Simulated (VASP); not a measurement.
Here is the system:

```yaml
crystal:
  lattice:
    - [0.00000, 3.02633, 3.02633]
    - [3.02633, 0.00000, 3.02633]
    - [3.02633, 3.02633, 0.00000]
  atoms:
    - { symbol: Li, position: [0.25000, 0.25000, 0.25000] }
    - { symbol: Li, position: [0.75000, 0.75000, 0.75000] }
    - { symbol: Se, position: [0.00000, 0.00000, 0.00000] }
```

All values below come from PBE GGA with D4 dispersion, VASP's PBE PAW potentials (set 64) (plane waves; VASP 6.6.1). Numerical set-up: 520 eV cut-off, 7×7×7 Γ-centred mesh, Gaussian smearing of 0.050 eV, potentials Li_sv Se.

Task: The job: Li$_{2}$Se (antifluorite), 3 atoms, PBE-D4, static run, 520 eV, 7×7×7 Γ-centred mesh. Roughly how much core time does it take on a busy server core?

Result: About 6 core-seconds (one run on a shared machine, a rough figure). It had 20 irreducible k-points, 10 bands, up to 1508 plane waves and 15 electronic steps.

The compound is Li2Se in the antifluorite structure. This cell is one point of a volume scan, at 1.06 of the reference volume.
